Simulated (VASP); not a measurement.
VASP, PAW. Cohesive energy of Mg2Sn (antifluorite) (static; atoms at Hund's-rule spin).

```
level  cohesive energy (eV/atom)
-----  -------------------------
LDA                         2.82
```

Task: Estimate the cohesive energy from PBE, RPBE, PBE-D3(BJ).

Result: 
```json
{
  "PBE": "2.26 eV/atom",
  "RPBE": "1.99 eV/atom",
  "PBE-D3(BJ)": "2.55 eV/atom"
}
```

Only levels that ran to the end are used. Left out are those held back, those with too coarse a band path, GW runs whose mesh misses a band edge, hybrids' fits of cells that aren't cubic and levels without matching references; a question may draw on a part of the rest.
